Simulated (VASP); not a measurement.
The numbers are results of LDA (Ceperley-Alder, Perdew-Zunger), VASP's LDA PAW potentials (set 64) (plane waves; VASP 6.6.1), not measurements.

VASP ran on this input.

**INCAR**
```
EDIFFG = -0.02
ISMEAR = 1
NSW = 40
LORBIT = 10
LWAVE = .FALSE.
MAGMOM = 0.6
LCHARG = .FALSE.
LASPH = .TRUE.
ALGO = Normal
ISPIN = 2   ! spin-polarised
PSTRESS = 450
PREC = Accurate
EDIFF = 1E-6   ! SCF stop (eV)
NELM = 100   ! most electronic steps
IBRION = 2
LREAL = .FALSE.
ENCUT = 500
LMAXMIX = 4   ! l cut-off of mixed one-centre charges
SYSTEM = Ni
ISIF = 3
SIGMA = 0.1
```

File POSCAR:
```
Ni
1.0
  0.0000000000   1.6582564310   1.6582564310
  1.6582564310   0.0000000000   1.6582564310
  1.6582564310   1.6582564310   0.0000000000
Ni
1
direct
  0.0000000000   0.0000000000   0.0000000000
```

File KPOINTS:
```
Automatic mesh
0
Gamma
19 19 19
0 0 0
```

POTCAR, in this order: Ni (LDA.64 set). Program: vasp_std.

Problem. What will the output report for the number of irreducible k-points (NKPTS), largest plane-wave count, number of space-group operations, FFT grid (NGX, NGY, NGZ)?

Solution. 
```
Quantity                                       Value
--------------------------------------  ------------
number of irreducible k-points (NKPTS)           220
largest plane-wave count                         259
number of space-group operations                  48
FFT grid (NGX, NGY, NGZ)                18 × 18 × 18
```

The compound is Ni in the fcc structure. This run relaxes it under an external pressure of 45 GPa. Symmetry was kept, so distortions that lower it aren't found.
